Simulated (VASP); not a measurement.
Write the native input for VASP 6.6.1 that does the following.

| Property | Result |
| --- | --- |
| Task | single point |
| Functional | PBE |
| Dispersion | D3(BJ) |
| Potentials or basis | VASP PAW PBE potentials, release 64 (C) |
| Cutoff | 520 eV |
| k mesh | 9 × 9 × 4 |
| Occupations | gaussian, width 0.1 eV |
| Spin | no spin polarisation |
| Dipole correction | no |
| Further INCAR settings | ALGO = Fast; EDIFF = 1e-06; NBANDS = 16 |

The structure of C lies in POSCAR:

```
C
1.0
    2.4700000000      0.0000000000      0.0000000000
   -1.2350000000      2.1390827473      0.0000000000
    0.0000000000      0.0000000000      6.7900000000
C
4
Direct
    0.0000000000      0.0000000000      0.0000000000
    0.0000000000      0.0000000000      0.5000000000
    0.3333333333      0.6666666667      0.0050000000
    0.6666666667      0.3333333333      0.5050000000
```

This is a stacking variant of graphite.

The input as run:

INCAR

```
PREC = Accurate
ENCUT = 520
EDIFF = 1E-6
ISMEAR = 0
SIGMA = 0.1
LREAL = F
LASPH = T
NELM = 100
ALGO = Fast
ISIF = 2
LWAVE = F
LCHARG = F
GGA = PE
IVDW = 12
NBANDS = 16
```

KPOINTS

```
Automatic mesh
0
Gamma
  9 9 4
```

Potentials or basis: VASP PAW PBE potentials, release 64 (C).

Run with:

```console
$ cat potpaw_PBE.64/C/POTCAR > POTCAR
$ mpirun -np 1 vasp_std > vasp.out
```

Results of the run:

- Pressure: -1.4 GPa
- Largest force: 0.565 eV/Å
- Band gap on the k mesh: none (metal or under the smearing width)
- Dispersion energy per atom: -0.154 eV

It took 14 s on 1 thread of Intel(R) Xeon(R) Platinum 8488C (Sapphire Rapids), with other jobs on the host, peak memory 0.15 GiB.
